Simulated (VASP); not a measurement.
Data:

```
Ni3Si
1.0
    3.46912     0.00000     0.00000
    0.00000     3.46912     0.00000
    0.00000     0.00000     3.46912
Si Ni
1 3
Direct
  0.00000   0.00000   0.00000
  0.00000   0.50000   0.50000
  0.50000   0.00000   0.50000
  0.50000   0.50000   0.00000
```

Computed with TPSS meta-GGA, VASP's PBE PAW potentials (set 64) (plane waves; VASP 6.6.1). Numerical set-up: 520 eV cut-off, 9×9×9 Γ-centred mesh, first-order Methfessel-Paxton smearing of 0.10 eV, potentials Si Ni.

Q: Give the energy at these volumes per atom, relative to the lowest: 9.81, 10.12, 10.43, 10.75, 11.06 Å³.

A: 31.7, 7.6, 0.0, 6.3, 24.4 meV/atom. A third-order Birch-Murnaghan fit gives B0 = 236 GPa and B0′ = 4.8.

Measured: a 3.510 Å (computed value off by -1.2 %), as given by Metallic Nickel Silicides: Experiments and Theory for NiSi and First Principles Calculations for Other Phases, …. The calculation is for a static lattice, while the measured a holds thermal and zero-point effects, which are part of the difference.

The compound is Ni3Si in the L1_2 structure. It was relaxed first. The run is not spin-polarised, so no magnetic state was tried.
